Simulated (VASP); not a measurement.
```
CELL_PARAMETERS angstrom
      3.15452     0.00000     0.00000
      0.00000     3.09991     0.00000
      0.00000     0.00000     3.15465
ATOMIC_POSITIONS crystal
  Zn 0.50000 0.50000 0.50000
  Au 0.02005 0.00000 0.00000
```

Computed with PBE GGA + U (Dudarev), VASP's PBE PAW potentials (set 64) (plane waves; VASP). Settings: 400 eV cut-off, 10×11×10 Γ-centred mesh, first-order Methfessel-Paxton smearing of 0.10 eV, potentials Zn Au, U − J: Zn 5.00 eV.

Unless said otherwise, spin-orbit coupling is left out, though it shifts the bands of the heavy elements here.

Estimate the energy per atom (σ→0), pressure, largest force, band gap (on the k-mesh) with the smallest direct gap where there is one.

| Property | Result |
|---|---|
| band gap (on the k-mesh) | none (metal, semimetal or under 0.01 eV) |
| energy per atom (σ→0) | -2.148 eV/atom |
| pressure | 3.59 GPa |
| largest force | 0.226 eV/Å |

The compound is AuZn in the CsCl type structure. The cell was not relaxed at this level, atoms are displaced from their ideal sites. The run is one of a series of settings (LDAU = .TRUE., LDAUJ = 0 0, LDAUL = 2 -1, LDAUTYPE = 2, LDAUU = 5.0 0 against the base run), some of them coarse on purpose. The electron count is odd and the run is not spin-polarised, which forces a metal.
